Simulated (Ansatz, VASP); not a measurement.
One calculation of SiTe2, two programs

Contents of INCAR:

```
  PREC = Accurate
  ENCUT = 520
  EDIFF = 1E-6
  ISMEAR = 0
  SIGMA = 0.05
  LREAL = False
  LASPH = True
  NELM = 100
  ALGO = Normal
  ISIF = 2
  LWAVE = False
  LCHARG = False
  NBANDS = 15
```

KPOINTS

```
Automatic mesh
0
Gamma
  4 4 4
```

The input POSCAR:

```
SiTe2
1.0
    0.0000000000      3.3997617851      3.3997617851
    3.3997617851      0.0000000000      3.3997617851
    3.3997617851      3.3997617851      0.0000000000
Si Te
1 2
Direct
    0.0000000000      0.0000000000      0.0000000000
    0.2500000000      0.2500000000      0.2500000000
    0.7500000000      0.7500000000      0.7500000000
```

Input for Ansatz:

```yaml
crystal:
  lattice:
    - [0.0, 3.3997617851, 3.3997617851]
    - [3.3997617851, 0.0, 3.3997617851]
    - [3.3997617851, 3.3997617851, 0.0]
  atoms:
    - { symbol: Si, position: [0.0, 0.0, 0.0] }
    - { symbol: Te, position: [0.25, 0.25, 0.25] }
    - { symbol: Te, position: [0.75, 0.75, 0.75] }
basis:
  ecutwfc: 420
kpoints:
  mp_grid: { grid: [4, 4, 4] }
hamiltonian:
  xc: lda
scf:
  occupations: { method: gaussian, width: 0.05 }
output:
  forces: true
  stress: true
  eigenvalues: true
```

The cell comes from a database or a generator and needn't be the stable form of this composition.

Alike in both runs: task single point; functional LDA; k mesh 4 × 4 × 4; occupations gaussian, width 0.05 eV; no spin polarisation.

|  | VASP | Ansatz |
| --- | --- | --- |
| version | VASP 6.6.1 | Ansatz 0.2.0 |
| potentials or method | VASP PAW LDA potentials, release 64 (Si, Te) | scalar-relativistic, plane waves, PAW |
| plane-wave cutoff (eV) | 520 | 420 |
| valence electrons in the cell | 16 | 36 |

|  | VASP | Ansatz | Ansatz less VASP |
| --- | --- | --- | --- |
| gap on the k mesh at the Fermi level (eV) | none | none | - |
| pressure (GPa) | 0.0 | -0.1 | -0.05 |

A gap of «none» marks a metal or a gap that the smearing closes. The two sets of potentials don't hold the same shells in valence.

Caveats: the k mesh is coarse (spacing up to 0.40 Å⁻¹), so the values aren't converged. The runs have no spin-orbit coupling, so splittings on Te are missing.
